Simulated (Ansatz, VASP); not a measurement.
BiN in VASP and in Ansatz

Contents of INCAR:

```
SYSTEM = BiN
  PREC = Accurate
  ENCUT = 520
  EDIFF = 1E-6
  ISMEAR = 0
  SIGMA = 0.05
  LREAL = .False.
  LASPH = .True.
  NELM = 60
  ALGO = Normal
  ISIF = 2
  LWAVE = .False.
  LCHARG = .True.
  GGA = PE
  LELF = .True.
  LVHAR = .True.
  NBANDS = 17
```

File KPOINTS:

```
regular mesh
0
Gamma
  12 12 10
  0 0 0
```

The input POSCAR:

```
BiN
1.0
    3.4893699739      0.0000000000      0.0000000000
   -1.7446849870      3.0218830406      0.0000000000
    0.0000000000      0.0000000000      3.2325252390
Bi N
1 1
Direct
    0.0000000000      0.0000000000      0.0000000000
    0.6666666667      0.3333333333      0.5000000000
```

Input for Ansatz:

```yaml
crystal:
  lattice:
    - [3.4893699739, 0.0, 0.0]
    - [-1.744684987, 3.0218830406, 0.0]
    - [0.0, 0.0, 3.232525239]
  atoms:
    - { symbol: Bi, position: [0.0, 0.0, 0.0] }
    - { symbol: "N", position: [0.6666666667, 0.3333333333, 0.5] }
basis:
  ecutwfc: 420
  ecutrho_ratio: 4
kpoints:
  mp_grid: { grid: [12, 12, 10] }
hamiltonian:
  xc: pbe
scf:
  occupations: { method: gaussian, width: 0.05 }
output:
  forces: true
  stress: true
  eigenvalues: true
```

Change from the starting cell: strain e3 = -0.01, atoms carried along.

Alike in both runs: task single point; functional PBE; k mesh 12 × 12 × 10; occupations gaussian, width 0.05 eV; no spin polarisation.

|  | VASP | Ansatz |
| --- | --- | --- |
| version | VASP 6.6.1 | Ansatz 0.2.0 |
| potentials or method | VASP PAW PBE potentials, release 64 (Bi_d, N) | scalar-relativistic, plane waves, PAW |
| plane-wave cutoff (eV) | 520 | 420 |
| valence electrons in the cell | 20 | 20 |

```tsv
	VASP	Ansatz	Ansatz less VASP
gap on the k mesh at the Fermi level (eV)	none	none	-
pressure (GPa)	1.4	1.4	0.00
largest component of the traceless stress (GPa)	1.87	1.87	+0.007
```

A gap of «none» marks a metal or a gap that the smearing closes. With one functional, cell and mesh, what is left measures potentials, basis and numerics.

Caveats: spin-orbit coupling is left out, which moves the levels of the heavy elements.
